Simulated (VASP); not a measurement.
Input for VASP

INCAR:
```
ALGO=Normal
EDIFF=1E-6
ENCUT=400
GGA=PE
ISIF=2
ISMEAR=0
LASPH=.TRUE.
LCHARG=.FALSE.
LMAXMIX=4
LREAL=.FALSE.
LWAVE=.FALSE.
NELM=100
PREC=Accurate
SIGMA=0.05
SYSTEM=CuI
```

### POSCAR
```
CuI
1.0
  0.0000000000   3.0855000000   3.0855000000
  3.0855000000   0.0000000000   3.0855000000
  3.0855000000   3.0855000000   0.0000000000
Cu I
1 1
Cartesian
  0.0000000000   0.0000000000   0.0000000000
  1.5427500000   1.5427500000   1.5427500000
```

KPOINTS:
```
Automatic mesh
0
Gamma
7 7 7
0 0 0
```

POTCAR, in this order: Cu I (PBE.64 set). Program: vasp_std.

### Question
Translate this PBE calculation to Ansatz.

### Answer
One equivalent input (not run):
Ansatz 0.2 input:
```yaml
crystal:
  lattice:
    - [0.0000000, 3.0855000, 3.0855000]
    - [3.0855000, 0.0000000, 3.0855000]
    - [3.0855000, 3.0855000, 0.0000000]
  atoms:
    - { symbol: Cu, position: [0.0000000, 0.0000000, 0.0000000] }
    - { symbol: I, position: [0.2500000, 0.2500000, 0.2500000] }
kpoints:
  mp_grid: { grid: [7, 7, 7] }
hamiltonian:
  xc: pbe
  pseudopotentials: { kind: paw }
scf:
  occupations: { method: gaussian, width: 0.05 }
  max_iter: 100
output: { forces: true, stress: true, eigenvalues: true }
```
What does not carry over: each code has its own PAW files, so the cut-off isn't converted (ENCUT is set for VASP's; basis.ecutwfc is left out, and Ansatz then takes the one that its files recommend); Ansatz stops its SCF on the density residual and VASP on the energy change (EDIFF).

The compound is CuI in the zinc blende structure. The cell was not relaxed at this level.
